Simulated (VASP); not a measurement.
Energy against volume of Al3Sc (L1_2). Computed with revTPSS meta-GGA, VASP's PBE PAW potentials (set 64) (plane waves; VASP).

```
V (Å³/atom)  E (eV/atom)
-----------  -----------
15.918          -5.99729
16.426          -6.01326
16.934          -6.01878
17.442          -6.01536
17.950          -6.00443
```

Q: Fit a third-order Birch-Murnaghan equation of state.

A: 
```
Quantity                                         Value
---------------------------------------  -------------
volume per atom                          16.98 Å³/atom
bulk modulus                                  92.1 GPa
pressure derivative of the bulk modulus           4.49
lattice constant a                            408.0 pm
```

Measured: a 4.103 Å (computed value off by -0.6 %), as given by A Combined Experimental and First-Principles Based Assessment of Finite-Temperature Thermodynamic Properties of …. The calculation is for a static lattice, while the measured a holds thermal and zero-point effects, which are part of the difference.

The compound is Al3Sc in the L1_2 structure. It was relaxed first.
